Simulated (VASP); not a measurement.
## Cd2TeSe (space group R3m): computed properties

Level of theory: PBEsol GGA, VASP's PBE PAW potentials (set 64) (plane waves; VASP).

For Cd$_{2}$TeSe, the space group is R3m (160), the cell is a = 4.4463 Å, b = 4.4463 Å, c = 21.7350 Å, α = 90.00°, β = 90.00°, γ = 120.00° and the volume per atom is 31.01 Å³/atom. The band gap (over mesh and band path) comes out as 0.17 eV. The smallest direct gap (over mesh and band path) is 0.17 eV and the band-edge character comes out as direct, Γ to Γ. The density comes out as 5.78 g/cm³.

```
CELL_PARAMETERS angstrom
      2.22317     1.28355     7.24499
     -2.22317     1.28355     7.24499
      0.00000    -2.56710     7.24499
ATOMIC_POSITIONS crystal
  Cd 0.00504 0.00504 0.00504
  Cd 0.49500 0.49500 0.49500
  Te 0.62401 0.62401 0.62401
  Se 0.12595 0.12595 0.12595
```

Unless said otherwise, spin-orbit coupling is left out, though it shifts the bands of the heavy elements here.

The structure comes from a computed database's Cd2TeSe entry (R3m); how it stands against other phases isn't given here. It was relaxed first. Symmetry was kept, so distortions that lower it aren't found.
